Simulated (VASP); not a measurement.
Consider the following.

```
Y
1.0
    1.84953    -3.20348     0.00000
    1.84953     3.20348     0.00000
    0.00000     0.00000     5.72276
Y
2
Direct
  0.33333   0.66667   0.25000
  0.66667   0.33333   0.75000
```

Computed with RPBE GGA, VASP's PBE PAW potentials (set 64) (plane waves; VASP). Run with 520 eV cut-off, Gaussian smearing of 0.050 eV, potentials Y_sv.

Task: Estimate the band gap (along the path) with the smallest direct gap where there is one.

Result: 
- band gap (along the path): none (metal, semimetal or under 0.01 eV)

The compound is Y in the hcp structure. It was relaxed first.
